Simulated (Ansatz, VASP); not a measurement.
# Cross-check of BaZnPF between VASP and Ansatz, part 2 of 3

One calculation is typed for both programs; each brings its own data sets and cutoff. How far apart do they land?

VASP 6.6.1 and Ansatz 0.2.0.

So far. Step 2 (Ansatz: electric field gradients, LDA): The run ends at a pressure of -4.81 GPa, with forces up to 0.25 eV/Å.

**3. VASP: electric field gradients, LDA**

Level of this step: LDA; plane waves and PAW (Ba_sv, Zn, P, F) (VASP).

The same cell, functional (in two slightly different forms), mesh and smearing now go to VASP, with its own data sets and cutoff.

Lines of VASP's logs that name or quote its potential files are left out, and so is its time.

INCAR reads:

```
SYSTEM = BaZnPF
PREC = Accurate
ENCUT = 560
EDIFF = 1E-07
NELM = 100
ISMEAR = -1
SIGMA = 0.05
LREAL = .FALSE.
ALGO = Normal
GGA = CA
NBANDS = 42
LORBIT = 11
LWAVE = .FALSE.
LCHARG = .FALSE.
KPAR = 2
LEFG = .TRUE.
ICORELEVEL = 1
LASPH = .TRUE.
```

POSCAR reads:

```
BaZnPF
1.0
    4.1563400000      0.0000000000      0.0000000000
    0.0000000000      4.1563400000      0.0000000000
    0.0000000000      0.0000000000      9.4574300000
Ba Zn P F
2 2 2 2
Direct
    0.5000000000      0.0000000000      0.3317700000
    0.0000000000      0.5000000000      0.6682300000
    0.5000000000      0.5000000000      0.0000000000
    0.0000000000      0.0000000000      0.0000000000
    0.0000000000      0.5000000000      0.1491000000
    0.5000000000      0.0000000000      0.8509000000
    0.5000000000      0.5000000000      0.5000000000
    0.0000000000      0.0000000000      0.5000000000
```

KPOINTS reads:

```
Automatic mesh
0
Gamma
8 8 4
0 0 0
```

The projector-augmented-wave data sets are Ba_sv, Zn, P and F (PBE family, release 64).

The run is started by

```sh
$ mpirun -np 2 vasp_std
```

Numbers of over 12 decimals in the logs are rounded to 6 here.

What it wrote:

```text
[banner, memory and clock lines left out]
running    2 mpi-ranks, on    1 nodes
 distrk:  each k-point on    1 cores,    2 groups
 distr:  one band on    1 cores,    1 groups

 POSCAR found type information on POSCAR BaZnP F
 POSCAR found :  4 types and       8 ions
|                                                                             |
|               ----> ADVICE to this user running VASP <----                  |
|                                                                             |
|     You enforced a specific xc type in the INCAR file but a different       |
|     [... a line on the potential file left out ...]
|     I HOPE YOU KNOW WHAT YOU ARE DOING!                                     |
|                                                                             |

 LDA part: xc-table for (Slater(with rela. corr.)+CA(PZ))
 , standard interpolation
 POSCAR, INCAR and KPOINTS ok, starting setup
 FFT: planning ... GRIDC
 FFT: planning ... GRID_SOFT
 FFT: planning ... GRID
 WAVECAR not read
 entering main loop
       N       E                     dE             d eps       ncg     rms          rms(c)
DAV:   1     0.685161851882E+03    0.68516E+03   -0.32748E+04  3780   0.182E+03
DAV:   2     0.484181801740E+02   -0.63674E+03   -0.60747E+03  4126   0.431E+02
DAV:   3    -0.386317268616E+02   -0.87050E+02   -0.86136E+02  4202   0.169E+02
DAV:   4    -0.433947949388E+02   -0.47631E+01   -0.47437E+01  5128   0.341E+01
DAV:   5    -0.435446859132E+02   -0.14989E+00   -0.14979E+00  5502   0.593E+00    0.111E+01
DAV:   6    -0.404818954822E+02    0.30628E+01   -0.13217E+01  4958   0.478E+01    0.763E+00
DAV:   7    -0.404876356169E+02   -0.57401E-02   -0.29383E+00  4470   0.994E+00    0.405E+00
DAV:   8    -0.404217506327E+02    0.65885E-01   -0.19702E-01  5010   0.312E+00    0.114E+00
DAV:   9    -0.404101861079E+02    0.11565E-01   -0.41571E-02  5856   0.209E+00    0.211E-01
DAV:  10    -0.404106264979E+02   -0.44039E-03   -0.76329E-03  4454   0.397E-01    0.126E-01
DAV:  11    -0.404106562535E+02   -0.29756E-04   -0.62434E-04  4734   0.124E-01    0.342E-02
DAV:  12    -0.404106486789E+02    0.75746E-05   -0.11997E-04  5480   0.575E-02    0.150E-02
DAV:  13    -0.404106497244E+02   -0.10456E-05   -0.17944E-05  4604   0.246E-02    0.639E-03
DAV:  14    -0.404106497422E+02   -0.17786E-07   -0.28338E-06  5316   0.149E-02    0.229E-03
DAV:  15    -0.404106497273E+02    0.14939E-07   -0.54711E-07  4624   0.435E-03
ion   1
     0.0000000    -0.0000000    -0.0000000     0.1190445     0.0000000     0.0000000
     0.0000600    -0.0000000    -0.0000000     0.1190445     0.0000000     0.0000000
     0.0000826    -0.0000000    -0.0000000     0.1190445     0.0000000     0.0000000
     0.0001137    -0.0000000    -0.0000000     0.1190444     0.0000000     0.0000000
     0.0001566    -0.0000000    -0.0000000     0.1190444     0.0000000     0.0000000

     0.0000000    -0.0000000    -0.0000000     5.8669145     0.0000000     0.0000000
     0.0000600    -0.0000000    -0.0000000     5.8644400     0.0000000     0.0000000
     0.0000826    -0.0000000    -0.0000000     5.8631246     0.0000000     0.0000000
     0.0001137    -0.0000000    -0.0000000     5.8610321     0.0000000     0.0000000
     0.0001566    -0.0000000    -0.0000000     5.8577165     0.0000000     0.0000000

ion   2
     0.0000000     0.0000000    -0.0000000     0.1190445    -0.0000000    -0.0000000
     0.0000600     0.0000000    -0.0000000     0.1190445    -0.0000000    -0.0000000
     0.0000826     0.0000000    -0.0000000     0.1190445    -0.0000000    -0.0000000
     0.0001137     0.0000000    -0.0000000     0.1190444    -0.0000000    -0.0000000
     0.0001566     0.0000000    -0.0000000     0.1190444    -0.0000000    -0.0000000

     0.0000000     0.0000000    -0.0000000     5.8669145    -0.0000000    -0.0000000
     0.0000600     0.0000000    -0.0000000     5.8644400    -0.0000000    -0.0000000
     0.0000826     0.0000000    -0.0000000     5.8631246    -0.0000000    -0.0000000
     0.0001137     0.0000000    -0.0000000     5.8610321    -0.0000000    -0.0000000
     0.0001566     0.0000000    -0.0000000     5.8577165    -0.0000000    -0.0000000

ion   3
     0.0000000     0.0000000    -0.0000000     0.2265711    -0.0000000    -0.0000000
     0.0000468     0.0000000    -0.0000000     0.2265711    -0.0000000    -0.0000000
     0.0000645     0.0000000    -0.0000000     0.2265711    -0.0000000    -0.0000000
     0.0000888     0.0000000    -0.0000000     0.2265711    -0.0000000    -0.0000000
     0.0001223     0.0000000    -0.0000000     0.2265711    -0.0000000    -0.0000000

     0.0000000     0.0000000    -0.0000000     0.8358883    -0.0000000     0.0000000
     0.0000468     0.0000000    -0.0000000     0.8359156    -0.0000000     0.0000000
     0.0000645     0.0000000    -0.0000000     0.8359386    -0.0000000     0.0000000
     0.0000888     0.0000000    -0.0000000     0.8359805    -0.0000000     0.0000000
     0.0001223     0.0000000    -0.0000000     0.8360561    -0.0000000     0.0000000

ion   4
     0.0000000     0.0000000     0.0000000     0.2265711    -0.0000000    -0.0000000
     0.0000468     0.0000000     0.0000000     0.2265711    -0.0000000    -0.0000000
     0.0000645     0.0000000     0.0000000     0.2265711    -0.0000000    -0.0000000
     0.0000888     0.0000000     0.0000000     0.2265711    -0.0000000    -0.0000000
     0.0001223     0.0000000     0.0000000     0.2265711    -0.0000000    -0.0000000

     0.0000000     0.0000000     0.0000000     0.8358883    -0.0000000    -0.0000000
     0.0000468     0.0000000     0.0000000     0.8359156    -0.0000000    -0.0000000
     0.0000645     0.0000000     0.0000000     0.8359386    -0.0000000    -0.0000000
     0.0000888     0.0000000     0.0000000     0.8359805    -0.0000000    -0.0000000
     0.0001223     0.0000000     0.0000000     0.8360561    -0.0000000    -0.0000000

ion   5
     0.0000000    -0.0000000     0.0000000     0.5322311    -0.0000000     0.0000000
     0.0000365    -0.0000000     0.0000000     0.5322310    -0.0000000     0.0000000
     0.0000503    -0.0000000     0.0000000     0.5322310    -0.0000000     0.0000000
     0.0000692    -0.0000000     0.0000000     0.5322310    -0.0000000     0.0000000
     0.0000953    -0.0000000     0.0000000     0.5322310    -0.0000000     0.0000000

     0.0000000    -0.0000000     0.0000000    11.2906730    -0.0000000     0.0000000
     0.0000365    -0.0000000     0.0000000    11.2906467    -0.0000000     0.0000000
     0.0000503    -0.0000000     0.0000000    11.2906306    -0.0000000     0.0000000
     0.0000692    -0.0000000     0.0000000    11.2906037    -0.0000000     0.0000000
     0.0000953    -0.0000000     0.0000000    11.2905593    -0.0000000     0.0000000

ion   6
     0.0000000     0.0000000     0.0000000     0.5322311     0.0000000    -0.0000000
     0.0000365     0.0000000     0.0000000     0.5322310     0.0000000    -0.0000000
     0.0000503     0.0000000     0.0000000     0.5322310     0.0000000    -0.0000000
     0.0000692     0.0000000     0.0000000     0.5322310     0.0000000    -0.0000000
     0.0000953     0.0000000     0.0000000     0.5322310     0.0000000    -0.0000000

     0.0000000     0.0000000     0.0000000    11.2906730     0.0000000    -0.0000000
     0.0000365     0.0000000     0.0000000    11.2906467     0.0000000    -0.0000000
     0.0000503     0.0000000     0.0000000    11.2906306     0.0000000    -0.0000000
     0.0000692     0.0000000     0.0000000    11.2906037     0.0000000    -0.0000000
     0.0000953     0.0000000     0.0000000    11.2905593     0.0000000    -0.0000000

ion   7
     0.0000000     0.0000000     0.0000000    -2.3607258     0.0000000    -0.0000000
     0.0000310     0.0000000     0.0000000    -2.3607257     0.0000000    -0.0000000
     0.0000427     0.0000000     0.0000000    -2.3607257     0.0000000    -0.0000000
     0.0000588     0.0000000     0.0000000    -2.3607257     0.0000000    -0.0000000
     0.0000810     0.0000000     0.0000000    -2.3607256     0.0000000    -0.0000000

     0.0000000     0.0000000     0.0000000    -9.4070987     0.0000000    -0.0000000
     0.0000310     0.0000000     0.0000000    -9.4070951     0.0000000    -0.0000000
     0.0000427     0.0000000     0.0000000    -9.4070927     0.0000000    -0.0000000
     0.0000588     0.0000000     0.0000000    -9.4070886     0.0000000    -0.0000000
     0.0000810     0.0000000     0.0000000    -9.4070818     0.0000000    -0.0000000

ion   8
     0.0000000     0.0000000     0.0000000    -2.3607258     0.0000000     0.0000000
     0.0000310     0.0000000     0.0000000    -2.3607257     0.0000000     0.0000000
     0.0000427     0.0000000     0.0000000    -2.3607257     0.0000000     0.0000000
     0.0000588     0.0000000     0.0000000    -2.3607257     0.0000000     0.0000000
     0.0000810     0.0000000     0.0000000    -2.3607256     0.0000000     0.0000000

     0.0000000     0.0000000     0.0000000    -9.4070987     0.0000000     0.0000000
     0.0000310     0.0000000     0.0000000    -9.4070951     0.0000000     0.0000000
     0.0000427     0.0000000     0.0000000    -9.4070927     0.0000000     0.0000000
     0.0000588     0.0000000     0.0000000    -9.4070886     0.0000000     0.0000000
     0.0000810     0.0000000     0.0000000    -9.4070818     0.0000000     0.0000000

   1 F= -.40410650E+02 E0= -.40410218E+02  d E =-.863048E-03
```

From OUTCAR (step 3):

```text
ion  position               nearest neighbor table
   1  0.500  0.000  0.332-   7 2.62   8 2.62   7 2.62   8 2.62   5 3.41   5 3.41   5 3.41   5 3.41
                             4 3.76   3 3.76   4 3.76   3 3.76   2 4.33   2 4.33   2 4.33   2 4.33
   2  0.000  0.500  0.668-   7 2.62   8 2.62   8 2.62   7 2.62   6 3.41   6 3.41   6 3.41   6 3.41
                             3 3.76   4 3.76   4 3.76   3 3.76   1 4.33   1 4.33   1 4.33   1 4.33
   3  0.500  0.500  0.000-   5 2.51   6 2.51   6 2.51   5 2.51   4 2.94   4 2.94   4 2.94   4 2.94
                             2 3.76   1 3.76   2 3.76   1 3.76
   4  0.000  0.000  0.000-   5 2.51   6 2.51   5 2.51   6 2.51   3 2.94   3 2.94   3 2.94   3 2.94
                             1 3.76   2 3.76   2 3.76   1 3.76
   5  0.000  0.500  0.149-   3 2.51   4 2.51   4 2.51   3 2.51   1 3.41   1 3.41   1 3.41   1 3.41

  LATTYP: Found a simple tetragonal cell.
 ALAT       =     4.1563400000
 C/A-ratio  =     2.2754226074

 Subroutine GETGRP returns: Found 16 space group operations
 (whereof  8 operations were pure point group operations)

The static configuration has the point symmetry D_2d.
 The point group associated with its full space group is D_4h.

 Found     45 irreducible k-points:

   k-points           NKPTS =     45   k-points in BZ     NKDIM =     45   number of bands    NBANDS=     42

   dimension x,y,z NGX =    32 NGY =   32 NGZ =   80
   dimension x,y,z NGXF=    64 NGYF=   64 NGZF=  160

   ENCUT  =  560.0 eV  41.16 Ry    6.42 a.u.   8.02  8.02 18.25*2*pi/ulx,y,z

   NELECT =      68.0000    total number of electrons

 k-points in reciprocal lattice and weights: Automatic mesh
   0.00000000  0.00000000  0.00000000       0.004
   0.12500000  0.00000000  0.00000000       0.016
   0.25000000  0.00000000  0.00000000       0.016
   0.37500000  0.00000000  0.00000000       0.016
   0.50000000  0.00000000  0.00000000       0.008
   0.12500000  0.12500000  0.00000000       0.016
   0.25000000  0.12500000  0.00000000       0.031
   0.37500000  0.12500000  0.00000000       0.031
   0.50000000  0.12500000  0.00000000       0.016
[...]
0.50000000  0.37500000  0.50000000       0.016
   0.50000000  0.50000000  0.50000000       0.004

 the core state eigenenergies are
   1-  1s -37239.9775  2s  -5877.4519  2p  -5268.6608  3s  -1232.9528  3p  -1037.8865
       3d   -754.8434  4s   -234.0362  4p   -171.1378  4d    -79.8671
   2-  1s -37239.9775  2s  -5877.4519  2p  -5268.6608  3s  -1232.9528  3p  -1037.8865
       3d   -754.8434  4s   -234.0362  4p   -171.1378  4d    -79.8671
   3-  1s  -9518.6058  2s  -1152.0998  2p   -997.7597  3s   -122.8662  3p    -77.0163

   4-  1s  -9518.6058  2s  -1152.0998  2p   -997.7597  3s   -122.8662  3p    -77.0163

   5-  1s  -2073.8989  2s   -164.1509  2p   -114.6158
   6-  1s  -2073.8989  2s   -164.1509  2p   -114.6158
   7-  1s   -652.4791
   8-  1s   -652.4791

 E-fermi :   3.1843

 k-point     1 :       0.0000    0.0000    0.0000
  band No.  band energies     occupation
    ...
     30       0.7800      2.00000
     31       0.7800      2.00000
     32       2.4155      2.00000
     33       2.9877      1.96156
     34       2.9877      1.96156
     35       3.2765      0.27341
     36       4.4885      0.00000
     37       5.1870      0.00000
     38       5.2655      0.00000
     39       6.4409      0.00000
    ...

 k-point     2 :       0.1250    0.0000    0.0000
  band No.  band energies     occupation
    ...
     30       0.0741      2.00000
     31       0.8899      2.00000
     32       2.3942      2.00000
     33       2.4429      2.00000
     34       2.9335      1.98682
     35       3.8142      0.00001
     36       4.9443      0.00000
     37       5.3666      0.00000
     38       5.9820      0.00000
     39       6.2947      0.00000
    ...

 k-point     3 :       0.2500    0.0000    0.0000
  band No.  band energies     occupation
    ...
     30      -0.6565      2.00000
     31       1.1900      2.00000
     32       1.7136      2.00000
     33       2.4497      2.00000
     34       2.7610      1.99958
     35       4.3544      0.00000
     36       5.4712      0.00000
     37       5.6167      0.00000
     38       6.3297      0.00000
     39       7.0142      0.00000
    ...

  Total       -4.0060472     -4.0060472     -3.5742301      0.0000000      0.0000000      0.0000000
  in kB      -39.2854178    -39.2854178    -35.0507909      0.0000000      0.0000000      0.0000000
  external PRESSURE =     -37.8738755 kB  Pullay stress =       0.0000000 kB

  energy-cutoff  :      560.00
  volume of cell :      163.38
      direct lattice vectors                 reciprocal lattice vectors
     4.156340000  0.000000000  0.000000000     0.240596294  0.000000000  0.000000000
     0.000000000  4.156340000  0.000000000     0.000000000  0.240596294  0.000000000
     0.000000000  0.000000000  9.457430000     0.000000000  0.000000000  0.105736971

 POSITION                                       TOTAL-FORCE (eV/Angst)
 -----------------------------------------------------------------------------------
      2.07817      0.00000      3.13769        -0.000000      0.000000      0.056304
      0.00000      2.07817      6.31974         0.000000      0.000000     -0.056304
      2.07817      2.07817      0.00000         0.000000     -0.000000      0.000000
      0.00000      0.00000      0.00000        -0.000000      0.000000      0.000000
      0.00000      2.07817      1.41010        -0.000000      0.000000     -0.251452
      2.07817      0.00000      8.04733        -0.000000     -0.000000      0.251452
      2.07817      2.07817      4.72872        -0.000000      0.000000      0.000000
      0.00000      0.00000      4.72872        -0.000000     -0.000000      0.000000
 -----------------------------------------------------------------------------------
    total drift:                                0.000000     -0.000000     -0.000000

  FREE ENERGIE OF THE ION-ELECTRON SYSTEM (eV)
  ---------------------------------------------------
  free  energy   TOTEN  =       -40.4106497273 eV

  energy  without entropy=      -40.4097866793  energy(sigma->0) =      -40.41021820

 Electric field gradients after diagonalization (V/A^2)
 (convention: |V_zz| > |V_xx| > |V_yy|)
----------------------------------------------------------------------
 ion       V_xx      V_yy      V_zz     asymmetry (V_yy - V_xx)/ V_zz
----------------------------------------------------------------------
   1       3.743     3.743    -7.485       0.000
   2       3.743     3.743    -7.485       0.000
   3       0.551     0.551    -1.102       0.000
   4       0.551     0.551    -1.102       0.000
   5       6.953     6.953   -13.906       0.000
   6       6.953     6.953   -13.906       0.000
   7      -6.007    -6.007    12.013       0.000
   8      -6.007    -6.007    12.013       0.000
----------------------------------------------------------------------

 total charge
# of ion       s       p       d       tot
------------------------------------------
    1        1.999   5.594   0.285   7.879
    2        1.999   5.594   0.285   7.879
    3        0.547   0.468   9.770  10.784
    4        0.547   0.468   9.770  10.784
    5        1.025   1.457   0.000   2.481
    6        1.025   1.457   0.000   2.481
    7        1.724   4.341   0.000   6.065
    8        1.724   4.341   0.000   6.065
--------------------------------------------------
tot         10.590  23.719  20.110  54.418

[... 3 further parts left out ...]
```

These are scalar-relativistic Kohn-Sham levels of the ground state, with no core hole, so they are not binding energies. The atoms bear forces, and field gradients depend strongly on their positions. Harder data sets than Ba_sv exist (the GW ones), and pressures, volumes and forces can shift noticeably with them.

**4. Comparison**

Known differences besides the PAW data sets themselves: the two LDA forms differ slightly; Ansatz adds the response of the frozen cores to the gradients, VASP leaves it out; the cutoff is 420 eV in Ansatz and 560 eV in VASP. Total energies have different zeros and are not compared.

Compared:

| quantity | Ansatz | VASP | difference |
| --- | --- | --- | --- |
| pressure (GPa) | -4.81 | -3.79 | -1.02 |
| gap on the k mesh (eV) | 0.272 | 0.289 | -0.017 |
| Vzz at Ba1 (V/Å²) | -6.7 | -7.5 | +0.7 |
| Vzz at Ba2 (V/Å²) | -6.7 | -7.5 | +0.7 |
| Vzz at Zn3 (V/Å²) | -1.7 | -1.1 | -0.6 |
| Vzz at Zn4 (V/Å²) | -1.7 | -1.1 | -0.6 |
| Vzz at P5 (V/Å²) | -14.4 | -13.9 | -0.5 |
| Vzz at P6 (V/Å²) | -14.4 | -13.9 | -0.5 |
| Vzz at F7 (V/Å²) | 11.5 | 12.0 | -0.5 |
| Vzz at F8 (V/Å²) | 11.5 | 12.0 | -0.5 |

Forces (eV/Å; atoms numbered as in POSCAR):

| atom | Ansatz x, y, z | VASP x, y, z |
| --- | --- | --- |
| Ba1 | 0.000, 0.000, 0.214 | 0.000, 0.000, 0.056 |
| Ba2 | 0.000, 0.000, -0.214 | 0.000, 0.000, -0.056 |
| Zn3 | 0.000, 0.000, 0.000 | 0.000, 0.000, 0.000 |
| Zn4 | 0.000, 0.000, 0.000 | 0.000, 0.000, 0.000 |
| P5 | 0.000, 0.000, -0.248 | 0.000, 0.000, -0.251 |
| P6 | 0.000, 0.000, 0.248 | 0.000, 0.000, 0.251 |
| F7 | 0.000, 0.000, 0.000 | 0.000, 0.000, 0.000 |
| F8 | 0.000, 0.000, 0.000 | 0.000, 0.000, 0.000 |

The forces differ by 45 meV/Å r.m.s., which is 61.1 % of the r.m.s. force of 0.07 eV/Å (both taken over all components). Ansatz's pressure holds a Pulay correction of 0.23 GPa; VASP's holds none.

**5. Further runs**

The difference is large enough to ask for its cause, so further runs change the set-up of one program at a time, as the table lists.

| run | r.m.s. force difference (meV/Å) |
| --- | --- |
| as above | 45 |
| cores kept as stored, as VASP does, whose cores stay as stored | 45 |

(Continued in part 3 of 3.)

[Lines on the potential files, build, host, timing and source positions are cut from VASP's logs without a mark.]

[Logs are printed without paths, hosts, clocks, repeated set-up lines and the standing remarks that a program may print on its own settings, such as how far it seeks lower states.]

[Hosts, paths, dates, database ids (printed as entryN), source tags and the programs' standing remarks are cut or masked in the printed files.]
